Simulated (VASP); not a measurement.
VASP input:

File KPOINTS:
```
Automatic mesh
0
Gamma
9 9 9
0 0 0
```

**INCAR**
```
! general
SYSTEM  = LiBr
PREC    = Accurate
ENCUT   = 620
LREAL   = .False.
LASPH   = .True.

! electronic loop
EDIFF   = 1E-6
NELM    = 100
ALGO    = Normal
LMAXMIX = 4

! smearing
ISMEAR  = 0
SIGMA   = 0.05

! ions
IBRION  = 2
NSW     = 40
ISIF    = 3
EDIFFG  = -0.02
PSTRESS = 200

! output
LWAVE   = .False.
LCHARG  = .False.
```

POSCAR:
```
LiBr
1
    0.0000000000     2.4874004341     2.4874004341
    2.4874004341     0.0000000000     2.4874004341
    2.4874004341     2.4874004341     0.0000000000
Li Br
1 1
Direct
  0.0000000000   0.0000000000   0.0000000000
  0.5000000000   0.5000000000   0.5000000000
```

POTCAR, in this order: Li_sv Br (LDA.64 set). Program: vasp_std.

**Question.** Write an equivalent input for Quantum ESPRESSO's pw.x.

**Answer.** One equivalent input (not run):
```
&CONTROL
  calculation = 'vc-relax'
  pseudo_dir = './pseudo'
  outdir = './out'
  tprnfor = .true.
  tstress = .true.
  nstep = 40
  forc_conv_thr = 0.00078
/
&SYSTEM
  ibrav = 0
  nat = 2
  ntyp = 2
  ecutwfc = 74
  occupations = 'smearing'
  smearing = 'gaussian'
  degauss = 0.003675
  input_dft = 'pz'
/
&ELECTRONS
  conv_thr = 7.3e-08
  electron_maxstep = 100
/
&IONS
/
&CELL
  press = 200
/
ATOMIC_SPECIES
  Li 6.940 Li.upf
  Br 79.904 Br.upf
CELL_PARAMETERS angstrom
     0.0000000    2.4874004    2.4874004
     2.4874004    0.0000000    2.4874004
     2.4874004    2.4874004    0.0000000
ATOMIC_POSITIONS crystal
  Li   0.0000000  0.0000000  0.0000000
  Br   0.5000000  0.5000000  0.5000000
K_POINTS automatic
  9 9 9 0 0 0
```
Limits of the translation: the potentials are each code's own (VASP's PAW set, PseudoDojo norm-conserving files in pw.x), so ENCUT and ecutwfc are chosen apart and not converted; conv_thr bounds pw.x's estimated SCF error, while EDIFF bounds the energy change between steps; forc_conv_thr acts on force components and is met together with etot_conv_thr.

The compound is LiBr in the rock salt structure. This run relaxes it under an external pressure of 20 GPa. Symmetry was kept, so distortions that lower it aren't found.
